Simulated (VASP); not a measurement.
Input:

```
CELL_PARAMETERS angstrom
      1.65478    -2.86617     0.00000
      1.65478     2.86617     0.00000
      0.00000     0.00000     5.25762
ATOMIC_POSITIONS crystal
  Y  0.33333 0.66667 0.25000
  Y  0.66667 0.33333 0.75000
```

The numbers are results of LDA (Ceperley-Alder, Perdew-Zunger), VASP's LDA PAW potentials (set 64) (plane waves; VASP), not measurements. Run with 500 eV cut-off, 13×13×7 Γ-centred mesh, first-order Methfessel-Paxton smearing of 0.10 eV, potentials Y_sv.

Energy and stress use the plane-wave basis of the starting cell.

Question: The ions, cell shape and volume at an external pressure of 20.0 GPa are relaxed. Give the cell that the relaxation ends in.

Answer: 
```
CELL_PARAMETERS angstrom
      1.58870    -2.75171     0.00000
      1.58870     2.75171     0.00000
      0.00000     0.00000     5.08913
ATOMIC_POSITIONS crystal
  Y  0.33333 0.66667 0.25000
  Y  0.66667 0.33333 0.75000
```
Space group P6_3/mmc (194), at a tolerance of 0.03 Å.

Question: How do energy and volume change from the first to the last step?

Answer: The energy (σ→0) changes by +247.3 meV/atom and the volume by -10.8 %, in 8 ionic steps.

The compound is Y in the hcp structure. This run relaxes it under an external pressure of 20 GPa. Symmetry was kept, so distortions that lower it aren't found.
